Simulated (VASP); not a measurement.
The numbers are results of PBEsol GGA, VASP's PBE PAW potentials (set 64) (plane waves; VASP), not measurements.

VASP ran on this input.

### KPOINTS
```
Automatic mesh
0
Gamma
10 10 10
0 0 0
```

### INCAR
```
# general
SYSTEM  = BP
PREC    = Accurate
ENCUT   = 620
LREAL   = F
LASPH   = T

# electronic loop
EDIFF   = 1E-6
NELM    = 100   # most electronic steps
ALGO    = Normal   # blocked Davidson

# smearing
ISMEAR  = 0   # Gaussian
SIGMA   = 0.05

# functional
GGA     = PS   # PBEsol

# ions
IBRION  = 2
NSW     = 40   # most ionic steps
ISIF    = 3
EDIFFG  = -0.02
PSTRESS = 200

# output
LWAVE   = F
LCHARG  = F
```

**POSCAR**
```
BP
1.0
  0.0000000000   2.1880806238   2.1880806238
  2.1880806238   0.0000000000   2.1880806238
  2.1880806238   2.1880806238   0.0000000000
B P
1 1
Cart
  0.0000000000   0.0000000000   0.0000000000
  1.0940403119   1.0940403119   1.0940403119
```

POTCAR, in this order: B P (PBE.64 set). Program: vasp_std.

Output of the run:

### OSZICAR
```
       N       E                     dE             d eps       ncg     rms          rms(c)
DAV:   1     0.128043678265E+02    0.12804E+02   -0.47466E+03   752   0.106E+03
DAV:   2    -0.142228566387E+02   -0.27027E+02   -0.26298E+02  1128   0.126E+02
DAV:   3    -0.145109640303E+02   -0.28811E+00   -0.28811E+00   936   0.170E+01
DAV:   4    -0.145114094627E+02   -0.44543E-03   -0.44543E-03  1176   0.673E-01
DAV:   5    -0.145114098149E+02   -0.35222E-06   -0.35222E-06   944   0.142E-02    0.822E+00
DAV:   6    -0.136991794747E+02    0.81223E+00   -0.19135E+00   848   0.789E+00    0.441E+00
DAV:   7    -0.135615668079E+02    0.13761E+00   -0.40834E-01  1152   0.388E+00    0.133E+00
DAV:   8    -0.135511280705E+02    0.10439E-01   -0.30923E-02   816   0.125E+00    0.226E-01
DAV:   9    -0.135512439572E+02   -0.11589E-03   -0.47484E-04  1080   0.214E-01    0.131E-01
DAV:  10    -0.135512899258E+02   -0.45969E-04   -0.11040E-04   808   0.788E-02    0.204E-02
DAV:  11    -0.135512938008E+02   -0.38750E-05   -0.40030E-06  1112   0.183E-02    0.287E-02
DAV:  12    -0.135512940854E+02   -0.28464E-06   -0.12051E-06   440   0.704E-03
   1 F= -.10935887E+02 E0= -.10935887E+02  d E =-.109359E+02
```

**OUTCAR**
```
------------------------ aborting loop because EDIFF is reached ----------------------------------------
  FORCE on cell =-STRESS in cart. coord.  units (eV):
  Direction    XX          YY          ZZ          XY          YZ          ZX
  --------------------------------------------------------------------------------------
  Total        2.5972093      2.5972093      2.5972093     -0.0000000      0.0000000     -0.0000000
  in kB      198.6083846    198.6083846    198.6083846     -0.0000000      0.0000000     -0.0000000
  external PRESSURE =      -1.3916154 kB  Pullay stress =     200.0000000 kB
  volume of cell :       20.95
      direct lattice vectors                 reciprocal lattice vectors
     0.000000000  2.188080624  2.188080624    -0.228510775  0.228510775  0.228510775
     2.188080624  0.000000000  2.188080624     0.228510775 -0.228510775  0.228510775
     2.188080624  2.188080624  0.000000000     0.228510775  0.228510775 -0.228510775
  FREE ENERGIE OF THE ION-ELECTRON SYSTEM (eV)
  ---------------------------------------------------
  free  energy   TOTEN  =       -13.5512940854 eV

  energy  without entropy=      -13.5512940854  energy(sigma->0) =      -13.55129409
  enthalpy is  TOTEN    =       -10.9358865547 eV   P V=        2.6154075308

 reached required accuracy - stopping structural energy minimisation
```
(Selected blocks of OUTCAR.)

**OUTCAR**
```
 val. band max:        8.7397421895   @ k =   0.0000   0.0000   0.0000

 cond. band min:       9.7260504228   @ k =   0.4000   0.4000   0.0000


 Fermi energy:         9.0155048202

 k-point     1 :       0.0000    0.0000    0.0000
  band No.  band energies     occupation
      1      -7.7613      2.00000
      2       8.7397      2.00000
      3       8.7397      2.00000
      4       8.7397      2.00000
      5      12.2847      0.00000
      6      12.2847      0.00000
      7      12.2847      0.00000
      8      17.7809      0.00000

 k-point     2 :       0.1000    0.0000    0.0000
  band No.  band energies     occupation
      1      -7.5641      2.00000
      2       7.3439      2.00000
      3       8.4143      2.00000
      4       8.4143      2.00000
      5      12.7357      0.00000
      6      12.7357      0.00000
      7      12.8239      0.00000
      8      18.1688      0.00000

 k-point     3 :       0.2000    0.0000    0.0000
  band No.  band energies     occupation
      1      -6.9782      2.00000
      2       4.8229      2.00000
      3       7.8074      2.00000
      4       7.8074      2.00000
      5      13.2008      0.00000
      6      13.4939      0.00000
      7      13.4939      0.00000
      8      18.9333      0.00000

 k-point     4 :       0.3000    0.0000    0.0000
  band No.  band energies     occupation
      1      -6.0292      2.00000
      2       2.2607      2.00000
      3       7.2846      2.00000
      4       7.2846      2.00000
      5      13.2275      0.00000
      6      13.7469      0.00000
      7      13.7469      0.00000
      8      19.2845      0.00000

 k-point     5 :       0.4000    0.0000    0.0000
  band No.  band energies     occupation
      1      -4.8159      2.00000
      2       0.0221      2.00000
      3       6.9568      2.00000
      4       6.9568      2.00000
      5      13.1741      0.00000
      6      13.5745      0.00000
      7      13.5745      0.00000
...
```

The compound is BP in the zinc blende structure. It was relaxed first under an external pressure of 20 GPa.
